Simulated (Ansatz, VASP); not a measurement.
# One calculation of ZrHg, two programs

File INCAR:

```
ALGO = Normal
EDIFF = 1E-7
ENCUT = 520
ISIF = 2
ISMEAR = 0
LASPH = T
LCHARG = F
LREAL = F
LWAVE = F
NBANDS = 19
NELM = 60
PREC = Accurate
SIGMA = 0.1
```

Contents of KPOINTS:

```
k-points
0
Gamma
  6 6 4
```

The input POSCAR:

```
ZrHg
1.0
    3.1470000000      0.0000000000      0.0000000000
    0.0000000000      3.1470000000      0.0000000000
    0.0000000000      0.0000000000      4.1700000000
Zr Hg
1 1
Direct
    0.5000000000      0.5000000000      0.5000000000
    0.0000000000      0.0000000000      0.0000000000
```

Input for Ansatz:

```yaml
crystal:
  lattice:
    - [3.147, 0.0, 0.0]
    - [0.0, 3.147, 0.0]
    - [0.0, 0.0, 4.17]
  atoms:
    - { symbol: Zr, position: [0.5, 0.5, 0.5] }
    - { symbol: Hg, position: [0.0, 0.0, 0.0] }
basis:
  ecutwfc: 420
kpoints:
  mp_grid: { grid: [6, 6, 4] }
hamiltonian:
  xc: lda
scf:
  occupations: { method: gaussian, width: 0.1 }
output:
  forces: true
  stress: true
  eigenvalues: true
```

Alike in both runs: task single point; functional LDA; k mesh 6 × 6 × 4; occupations gaussian, width 0.1 eV; no spin polarisation.

|  | VASP | Ansatz |
| --- | --- | --- |
| version | VASP 6.6.1 | Ansatz 0.2.0 |
| potentials or method | VASP PAW LDA potentials, release 64 (Zr_sv, Hg) | scalar-relativistic, plane waves, PAW |
| plane-wave cutoff (eV) | 520 | 420 |
| valence electrons in the cell | 24 | 32 |

```tsv
	VASP	Ansatz	Ansatz less VASP
gap on the k mesh at the Fermi level (eV)	none	none	-
pressure (GPa)	-2.9	-3.5	-0.67
largest component of the traceless stress (GPa)	2.34	2.50	+0.157
```

A gap of «none» marks a metal or a gap that the smearing closes. The two sets of potentials don't hold the same shells in valence.

Caveats: the k mesh is coarse (spacing up to 0.38 Å⁻¹), so the values aren't converged. Spin-orbit coupling is left out, which matters for the levels of Hg.
